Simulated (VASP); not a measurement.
# Faces of rock-salt TiC, part 2 of 2

How far do face, termination and an added layer move the work function? Model: rock-salt TiC at a = 4.31 A.

VASP 6.6.1, plane waves and PAW; the level of theory is named at each step.

So far: Set-up; Relax the state, PBEsol; Potential of the state, PBEsol.

## 4. Relax the state, PBEsol

State “TiC(111), Ti ends, one layer of F on top”: the free atoms relax.

Level: PBEsol, no spin polarisation; plane waves and PAW (Ti_sv, C, F).

System, named by how it was started: F on TiC(111). The cell holds 12 atoms: 6 Ti, 5 C and 1 F. Cell: a = 3.048 Å, b = 3.048 Å, c = 29.742 Å, α = 90.0°, β = 90.0°, γ = 120.0°. It derives from TiC. Vacuum lies along c.

The input, INCAR:

```
SYSTEM = Ti6C5F
PREC = Normal
ENCUT = 400
EDIFF = 1E-05
NELM = 120
ISMEAR = 1
SIGMA = 0.1
LREAL = Auto
ALGO = Fast
GGA = PS
NBANDS = 61
LASPH = .TRUE.
LORBIT = 11
LWAVE = .FALSE.
LCHARG = .FALSE.
KPAR = 2
IBRION = 2
NSW = 80
ISIF = 2
EDIFFG = -0.04
POTIM = 0.4
MAXMIX = 40
IDIPOL = 3
LDIPOL = .TRUE.
DIPOL = 0.5 0.5 0.499
ISYM = 2
```

The input, POSCAR:

```
Ti6C5F
1.0
    3.0476302270      0.0000000000      0.0000000000
   -1.5238151130      2.6393251980      0.0000000000
    0.0000000000      0.0000000000     29.7418983010
Ti C F
6 5 1
Direct
    0.0000000000      0.0000000000      0.2689808130
    0.6666666670      0.3333333330      0.3526466120
    0.3333333330      0.6666666670      0.4363124100
    0.0000000000      0.0000000000      0.5199782080
    0.6666666670      0.3333333330      0.6036440060
    0.3333333330      0.6666666670      0.6873098040
    0.3333333330      0.6666666670      0.3108137130
    0.0000000000      0.0000000000      0.3944795110
    0.6666666670      0.3333333330      0.4781453090
    0.3333333330      0.6666666670      0.5618111070
    0.0000000000      0.0000000000      0.6454769050
    0.6666666670      0.3333333330      0.7310191870
```

The input, KPOINTS:

```
Automatic mesh
0
Gamma
12 12 1
0 0 0
```

Potentials, in the order of the species: Ti_sv, C and F (PBE family, release 64).

The run is started by

```bash
> mpirun -np 2 vasp_std
```

What it wrote:

```text
[banner, memory and clock lines left out]
running    2 mpi-ranks, on    1 nodes
[...]
[... a notice as in an earlier step ...]

 LDA part: xc-table for (Slater+PW92), standard interpolation
 POSCAR, INCAR and KPOINTS ok, starting setup
[...]
entering main loop
       N       E                     dE             d eps       ncg     rms          rms(c)
DAV:   1     0.130066686840E+04    0.13007E+04   -0.45349E+04  2502   0.150E+03
DAV:   2     0.818557424459E+02   -0.12188E+04   -0.11818E+04  2472   0.513E+02
DAV:   3    -0.120501315882E+03   -0.20236E+03   -0.19880E+03  3351   0.191E+02
DAV:   4    -0.146032849467E+03   -0.25532E+02   -0.25453E+02  3508   0.604E+01
[...]
RMM:  14    -0.112666712612E+03    0.52669E+00   -0.12010E+00  3409   0.383E+00    0.204E+00
RMM:  15    -0.113091382121E+03   -0.42467E+00   -0.12057E+00  3449   0.328E+00    0.439E+00
RMM:  16    -0.112681571782E+03    0.40981E+00   -0.32414E-01  3413   0.233E+00    0.183E+00
WARNING in EDDRMM: call to ZHEGV failed, returncode =   8  4     33
[...]
11 F= -.11312975E+03 E0= -.11312974E+03  d E =-.121286E-01
[...]
WARNING in EDDRMM: call to ZHEGV failed, returncode =   6  3     31
[...]
WARNING in EDDRMM: call to ZHEGV failed, returncode =   6  3     32
  12 F= -.11313501E+03 E0= -.11313501E+03  d E =-.526685E-02
  13 F= -.11313529E+03 E0= -.11313527E+03  d E =-.553773E-02
[...]
WARNING in EDDRMM: call to ZHEGV failed, returncode =   8  4     27
  14 F= -.11313675E+03 E0= -.11313674E+03  d E =-.146901E-02
  15 F= -.11313677E+03 E0= -.11313675E+03  d E =-.148018E-02
[...]
WARNING in EDDRMM: call to ZHEGV failed, returncode =   6  3     48
[...]
WARNING in EDDRMM: call to ZHEGV failed, returncode =   6  3     32
  16 F= -.11313747E+03 E0= -.11313746E+03  d E =-.708164E-03
  17 F= -.11313743E+03 E0= -.11313741E+03  d E =-.661257E-03
[...]
WARNING in EDDRMM: call to ZHEGV failed, returncode =   6  3     13
  18 F= -.11313754E+03 E0= -.11313752E+03  d E =-.777795E-03
  19 F= -.11313773E+03 E0= -.11313771E+03  d E =-.188561E-03
 trial-energy change:   -0.000189  1 .order   -0.000182   -0.000432    0.000068
 step:   1.3423(harm=  1.3423)  dis= 0.00355  next Energy=  -113.137730 (dE=-0.187E-03)
 reached required accuracy - stopping structural energy minimisation
```

Run time: 29 min. Hardware: 2 MPI ranks of AMD EPYC 7R43, shared host; peak memory 0.5 GiB.

OUTCAR, selected parts (step 4):

```text
  Total       -1.7276780     -1.7276780     -2.4776980     -0.0000000      0.0000000     -0.0000000
  in kB      -11.5704304    -11.5704304    -16.5933892     -0.0000000      0.0000000     -0.0000000
  external PRESSURE =     -13.2447500 kB  Pullay stress =       0.0000000 kB

 POSITION                                       TOTAL-FORCE (eV/Angst)
 -----------------------------------------------------------------------------------
      0.00000      0.00000      8.22115        -0.000000      0.000000     -0.003658
      1.52382      0.87978     10.60749         0.000000      0.000000     -0.013647
     -0.00000      1.75955     13.03101         0.000000     -0.000000      0.004704
      0.00000      0.00000     15.46689         0.000000     -0.000000      0.001244
      1.52382      0.87978     17.88738         0.000000      0.000000      0.019066
     -0.00000      1.75955     20.28320         0.000000      0.000000     -0.017030
     -0.00000      1.75955      9.22688         0.000000      0.000000      0.007705
      0.00000      0.00000     11.76686         0.000000      0.000000     -0.006822
      1.52382      0.87978     14.23814         0.000000      0.000000      0.004804
     -0.00000      1.75955     16.70727        -0.000000      0.000000     -0.006994
      0.00000      0.00000     19.21595        -0.000000      0.000000      0.005511
      1.52382      0.87978     21.52011        -0.000000     -0.000000      0.005118
 -----------------------------------------------------------------------------------
    total drift:                               -0.000035     -0.000034      0.023516

  FREE ENERGIE OF THE ION-ELECTRON SYSTEM (eV)
  ---------------------------------------------------
  free  energy   TOTEN  =      -113.1377319827 eV

  energy  without entropy=     -113.1376519582  energy(sigma->0) =     -113.13770531

[... 1 part as in an earlier step ...]

[... 3 further parts left out ...]
[key lines of the parts left out:]
E-fermi :   2.7619
```

Read from the output:

| Item | Value |
| --- | --- |
| energy(sigma→0) of the program | -113.1377 eV |
| ionic steps | 19 |

## 5. Potential of the state, PBEsol

State “TiC(111), Ti ends, one layer of F on top”: a tighter run that also writes the potential.

Level: PBEsol, no spin polarisation; plane waves and PAW (Ti_sv, C, F).

The input, INCAR:

```
SYSTEM = Ti6C5F
PREC = Normal
ENCUT = 400
EDIFF = 1E-06
NELM = 120
ISMEAR = 1
SIGMA = 0.1
LREAL = Auto
ALGO = Fast
GGA = PS
NBANDS = 61
LASPH = .TRUE.
LORBIT = 11
LWAVE = .FALSE.
LCHARG = .TRUE.
KPAR = 2
IDIPOL = 3
LDIPOL = .TRUE.
DIPOL = 0.5 0.5 0.499
LVHAR = .TRUE.
LVACPOTAV = .TRUE.
NEDOS = 1500
```

The input, POSCAR:

```
Ti6C5F
1.0
    3.0476302270      0.0000000000      0.0000000000
   -1.5238151130      2.6393251980      0.0000000000
    0.0000000000      0.0000000000     29.7418983010
Ti C F
6 5 1
Direct
    0.0000000000      0.0000000000      0.2764165702
    0.6666666670      0.3333333330      0.3566515077
    0.3333333330      0.6666666670      0.4381362921
    0.0000000000      0.0000000000      0.5200372330
    0.6666666670      0.3333333330      0.6014202229
    0.3333333330      0.6666666670      0.6819741196
    0.3333333330      0.6666666670      0.3102315603
    0.0000000000      0.0000000000      0.3956325423
    0.6666666670      0.3333333330      0.4787233769
    0.3333333330      0.6666666670      0.5617419248
    0.0000000000      0.0000000000      0.6460902629
    0.6666666670      0.3333333330      0.7235619722
```

KPOINTS is that of step 4.

The run is started by

```bash
> mpirun -np 2 vasp_std
```

What it wrote:

```text
[... set-up lines as in an earlier step ...]
 entering main loop
       N       E                     dE             d eps       ncg     rms          rms(c)
DAV:   1     0.131015563787E+04    0.13102E+04   -0.45537E+04  2502   0.150E+03
DAV:   2     0.824180623102E+02   -0.12277E+04   -0.11894E+04  2498   0.514E+02
DAV:   3    -0.120100487445E+03   -0.20252E+03   -0.19866E+03  3366   0.192E+02
DAV:   4    -0.145535616051E+03   -0.25435E+02   -0.25363E+02  3612   0.602E+01
[...]
RMM:  22    -0.113135836895E+03    0.14147E-03   -0.67539E-03  4334   0.271E-01    0.387E-02
RMM:  23    -0.113136417684E+03   -0.58079E-03   -0.45463E-03  4373   0.192E-01    0.488E-02
RMM:  24    -0.113136726248E+03   -0.30856E-03   -0.26801E-03  4386   0.155E-01    0.193E-02
WARNING in EDDRMM: call to ZHEGV failed, returncode =   6  3     28
RMM:  25    -0.113137043902E+03   -0.31765E-03   -0.20000E-03  4311   0.128E-01    0.171E-02
WARNING in EDDRMM: call to ZHEGV failed, returncode =   8  4     32
RMM:  26    -0.113137269649E+03   -0.22575E-03   -0.13975E-03  4178   0.107E-01    0.114E-02
[...]
RMM:  30    -0.113137601992E+03   -0.44175E-04   -0.43873E-04  3661   0.577E-02    0.286E-03
RMM:  31    -0.113137633357E+03   -0.31365E-04   -0.32822E-04  3497   0.500E-02    0.313E-03
RMM:  32    -0.113137655072E+03   -0.21714E-04   -0.25986E-04  3433   0.437E-02    0.429E-03
RMM:  33    -0.113137676424E+03   -0.21353E-04   -0.19958E-04  3357   0.382E-02    0.588E-03
RMM:  34    -0.113137691148E+03   -0.14723E-04   -0.15628E-04  3314   0.339E-02    0.710E-03
WARNING in EDDRMM: call to ZHEGV failed, returncode =   6  3     32
RMM:  35    -0.113137705223E+03   -0.14075E-04   -0.12482E-04  3314   0.301E-02    0.736E-03
RMM:  36    -0.113137714102E+03   -0.88788E-05   -0.97003E-05  3188   0.268E-02    0.793E-03
RMM:  37    -0.113137720352E+03   -0.62500E-05   -0.76509E-05  2992   0.238E-02    0.848E-03
RMM:  38    -0.113137725242E+03   -0.48905E-05   -0.61594E-05  3005   0.215E-02    0.915E-03
[...]
RMM:  45    -0.113137739632E+03   -0.95756E-06   -0.13713E-05  2646   0.115E-02    0.116E-02
RMM:  46    -0.113137740405E+03   -0.77355E-06   -0.10556E-05  2490   0.106E-02    0.115E-02
RMM:  47    -0.113137740906E+03   -0.50121E-06   -0.85185E-06  2421   0.984E-03
 [... a notice as in an earlier step ...]

   1 F= -.11313774E+03 E0= -.11313772E+03  d E =-.752542E-04
```

Run time: 4.3 min. Hardware: 2 MPI ranks; peak memory 0.46 GiB; 8.6 min of CPU time.

From OUTCAR (step 5):

```text
  Total       -1.7723197     -1.7723197     -2.5298839     -0.0000000      0.0000000      0.0000000
  in kB      -11.8694006    -11.8694006    -16.9428829     -0.0000000      0.0000000      0.0000000
  external PRESSURE =     -13.5605613 kB  Pullay stress =       0.0000000 kB

 POSITION                                       TOTAL-FORCE (eV/Angst)
 -----------------------------------------------------------------------------------
      0.00000      0.00000      8.22115         0.000000     -0.000000     -0.004640
      1.52382      0.87978     10.60749        -0.000000     -0.000000     -0.010642
     -0.00000      1.75955     13.03101        -0.000000     -0.000000      0.003260
      0.00000      0.00000     15.46689        -0.000000     -0.000000     -0.002460
      1.52382      0.87978     17.88738         0.000000      0.000000      0.016972
     -0.00000      1.75955     20.28320         0.000000     -0.000000     -0.020231
     -0.00000      1.75955      9.22688         0.000000      0.000000      0.010026
      0.00000      0.00000     11.76686         0.000000     -0.000000     -0.006949
      1.52382      0.87978     14.23814         0.000000     -0.000000      0.005261
     -0.00000      1.75955     16.70727         0.000000     -0.000000     -0.004456
      0.00000      0.00000     19.21595        -0.000000     -0.000000      0.007688
      1.52382      0.87978     21.52011        -0.000000      0.000000      0.006172
 -----------------------------------------------------------------------------------
    total drift:                               -0.000035     -0.000033      0.024758

  FREE ENERGIE OF THE ION-ELECTRON SYSTEM (eV)
  ---------------------------------------------------
  free  energy   TOTEN  =      -113.1377409065 eV

  energy  without entropy=     -113.1376656522  energy(sigma->0) =     -113.13771582

[... 2 parts as in an earlier step ...]

[... 1 further part left out ...]
[key lines of the parts left out:]
E-fermi :   2.7603
```

Read from the output:

```
energy(sigma→0) of the program      : -113.1377 eV
work function, upper and lower side : 4.47, 4.69 eV
```

VASP warns that it found no field-free region by its own threshold; the planar potential, read 60 % of the way from the top atom to the cell's edge, stands at 4.47 eV above the Fermi level.

## 6. Free molecule: F2, PBEsol

Each gas relaxes alone in a box.

Level: PBEsol; plane waves and PAW (F).

System, named by how it was started: F2. The cell holds 2 atoms: 2 F. Its edges and angles: a = 10.000 Å, b = 10.500 Å, c = 13.000 Å, α = 90.0°, β = 90.0°, γ = 90.0°. Vacuum lies along a, b and c.

The input, INCAR:

```
SYSTEM = F
PREC = Normal
ENCUT = 400
EDIFF = 1E-05
NELM = 120
ISMEAR = 0
SIGMA = 0.01
LREAL = Auto
ALGO = Normal
GGA = PS
NBANDS = 13
LASPH = .TRUE.
LORBIT = 11
LWAVE = .FALSE.
LCHARG = .FALSE.
NCORE = 2
IBRION = 2
NSW = 60
ISIF = 2
EDIFFG = -0.03
POTIM = 0.4
MAXMIX = 40
ISYM = 0
```

The input, POSCAR:

```
F
1.0
   10.0000000000      0.0000000000      0.0000000000
    0.0000000000     10.5000000000      0.0000000000
    0.0000000000      0.0000000000     13.0000000000
F
2
Direct
    0.5000000000      0.5000000000      0.4457692300
    0.5000000000      0.5000000000      0.5542307700
```

The input, KPOINTS:

```
Automatic mesh
0
Gamma
1 1 1
0 0 0
```

The projector-augmented-wave data sets are F (PBE family, release 64).

The run is started by

```bash
> mpirun -np 2 vasp_gam
```

What it wrote:

```text
[banner, memory and clock lines left out]
running    2 mpi-ranks, on    1 nodes
[...]
|                                                                             |
|               ----> ADVICE to this user running VASP <----                  |
|                                                                             |
|     You have a (more or less) 'small supercell' and for smaller cells       |
|     it is recommended to use the reciprocal-space projection scheme!        |
|     The real-space optimization is not efficient for small cells and it     |
|     is also less accurate ...                                               |
|     Therefore, set LREAL=.FALSE. in the INCAR file.                         |
|                                                                             |

 [... a notice as in an earlier step ...]

 LDA part: xc-table for (Slater+PW92), standard interpolation
 POSCAR, INCAR and KPOINTS ok, starting setup
[...]
entering main loop
[...]
DAV:   1    -0.385210674683E+01    0.15495E-03   -0.71554E-02    36   0.235E+00    0.849E-02
DAV:   2    -0.385201800687E+01    0.88740E-04   -0.92408E-04    31   0.271E-01    0.390E-02
DAV:   3    -0.385210714236E+01   -0.89135E-04   -0.21448E-05    26   0.447E-02    0.658E-03
DAV:   4    -0.385214699066E+01   -0.39848E-04   -0.34262E-06    18   0.151E-02    0.132E-03
DAV:   5    -0.385214872459E+01   -0.17339E-05   -0.41950E-07    28   0.510E-03
   2 F= -.38521487E+01 E0= -.38521487E+01  d E =0.116063E-03
 trial-energy change:    0.000116  1 .order    0.000120   -0.000237    0.000477
 step:   0.3318(harm=  0.3318)  dis= 0.00071  next Energy=    -3.852304 (dE=-0.393E-04)
[...]
N       E                     dE             d eps       ncg     rms          rms(c)
DAV:   1    -0.385228909187E+01   -0.14210E-03   -0.31926E-02    36   0.157E+00    0.568E-02
DAV:   2    -0.385228998395E+01   -0.89208E-06   -0.39574E-04    26   0.179E-01    0.575E-03
DAV:   3    -0.385230745953E+01   -0.17476E-04   -0.15757E-06    18   0.119E-02    0.123E-03
DAV:   4    -0.385230827935E+01   -0.81981E-06   -0.18593E-07    18   0.364E-03
   3 F= -.38523083E+01 E0= -.38523083E+01  d E =-.434920E-04
[...]
reached required accuracy - stopping structural energy minimisation
```

Elapsed: 19 s, on 2 MPI ranks; peak memory 0.47 GiB.

From OUTCAR (step 6):

```text
  Total       -2.8920812     -2.9480850     -1.7759874      0.0000000      0.0000004      0.0000006
  in kB       -3.3945985     -3.4603333     -2.0845763      0.0000000      0.0000004      0.0000007
  external PRESSURE =      -2.9798361 kB  Pullay stress =       0.0000000 kB

 POSITION                                       TOTAL-FORCE (eV/Angst)
 -----------------------------------------------------------------------------------
      5.00000      5.25000      5.79571        -0.000000      0.000000      0.000418
      5.00000      5.25000      7.20429         0.000000     -0.000000     -0.000418
 -----------------------------------------------------------------------------------
    total drift:                               -0.000000     -0.000000      0.000006

  FREE ENERGIE OF THE ION-ELECTRON SYSTEM (eV)
  ---------------------------------------------------
  free  energy   TOTEN  =        -3.8523082793 eV

  energy  without entropy=       -3.8523082793  energy(sigma->0) =       -3.85230828

[... 1 part as in an earlier step ...]

[... 3 further parts left out ...]
[key lines of the parts left out:]
E-fermi :  -9.2380
```

Read from the output:

```
energy(sigma→0) of the program : -3.8523 eV
ionic steps                    : 3
```

## 7. The energy by hand

For “TiC(111), Ti ends, one layer of F on top”, from the relaxed energies at PBEsol: [-113.138 − (-105.658) − (0.5) × (-3.852)] = -5.55 eV.

## 8. All members

The other members went through these steps as far as the tables show, with one cutoff; 17 runs are not shown. The session took 8.2 core hours (wall time by ranks) on a shared machine.

Binding energy of an added atom against half its dimer; static energies, no zero-point or thermal terms; level: Fermi level of a metal, highest filled level otherwise.

```
                                    state  layers         from state  gas taken up (+) or given off (-)  energy, PBEsol (eV)
                       TiC(001), 5 layers       5                                                                           
                       TiC(001), 7 layers       7                                                                           
                       TiC(110), 9 layers       9                                                                           
                        TiC(111), Ti ends      11                                                                           
                         TiC(111), C ends      11                                                                           
 TiC(111), Ti ends, one layer of O on top          TiC(111), Ti ends                            +0.5 O2                -5.19
 TiC(111), Ti ends, one layer of F on top          TiC(111), Ti ends                            +0.5 F2                -5.55
TiC(111), Ti ends, one layer of Cl on top          TiC(111), Ti ends                           +0.5 Cl2                -3.45
 TiC(111), Ti ends, one layer of H on top          TiC(111), Ti ends                            +0.5 H2                -1.38
```

A blank entry does not apply, was not run or did not finish.

```
                                    state  level below the vacuum (eV)  gap (eV)  nearest pair between the added atoms and the rest  its distance (Å)
                       TiC(001), 5 layers                         4.68      0.00                                                                     
                       TiC(001), 7 layers                         4.66      0.00                                                                     
                       TiC(110), 9 layers                         3.99      0.00                                                                     
                        TiC(111), Ti ends                         4.71      0.00                                                                     
                         TiC(111), C ends                         6.68      0.00                                                                     
 TiC(111), Ti ends, one layer of O on top                         6.15      0.00                                               O-Ti              1.97
 TiC(111), Ti ends, one layer of F on top                         4.47      0.00                                               F-Ti              2.15
TiC(111), Ti ends, one layer of Cl on top                         4.17      0.00                                              Cl-Ti              2.46
 TiC(111), Ti ends, one layer of H on top                         4.27      0.00                                               H-Ti              2.02
```

## 9. Outcome

| Quantity | Value |
| --- | --- |
| TiC(111), Ti ends, one layer of O on top | binding -5.19 eV; level below the vacuum 6.15 eV (+1.44) |
| TiC(111), Ti ends, one layer of F on top | binding -5.55 eV; level below the vacuum 4.47 eV (-0.24) |
| TiC(111), Ti ends, one layer of Cl on top | binding -3.45 eV; level below the vacuum 4.17 eV (-0.54) |
| TiC(111), Ti ends, one layer of H on top | binding -1.38 eV; level below the vacuum 4.27 eV (-0.44) |
| TiC(001), 5 layers | work function 4.68 eV |
| TiC(001), 7 layers | work function 4.66 eV |
| TiC(110), 9 layers | work function 3.99 eV |
| TiC(111), Ti ends | work function 4.71 eV |
| TiC(111), C ends | work function 6.68 eV |

What this shows: The strongest binding is that of “TiC(111), Ti ends, one layer of F on top” (-5.55 eV) and the weakest that of “TiC(111), Ti ends, one layer of H on top” (-1.38 eV). The level below the vacuum on the upper side spans 3.99 eV (“TiC(110), 9 layers”) to 6.68 eV (“TiC(111), C ends”). Vacuum levels are VASP's own where it printed one and read from the planar potential otherwise; the two differ by up to about 0.05 eV, so smaller differences between rows mean nothing. The in-plane lattice is the typed one, not relaxed at this level, and the rock-salt form is assumed. Added layers start on the hollow sites that continue the stacking. The slabs ran without spin polarisation, which may matter for added atoms with open shells. One start was relaxed for each state, in a small cell at high coverage; entropy of the gases, which favours steps that give off gas, is left out.

[Lines on the potential files, build, host, timing and source positions are cut from VASP's logs without a mark.]

[Logs are printed without paths, hosts, clocks, repeated set-up lines and the standing remarks that a program may print on its own settings, such as how far it seeks lower states.]

[Hosts, paths, dates, database ids (printed as entryN), source tags and the programs' standing remarks are cut or masked in the printed files.]
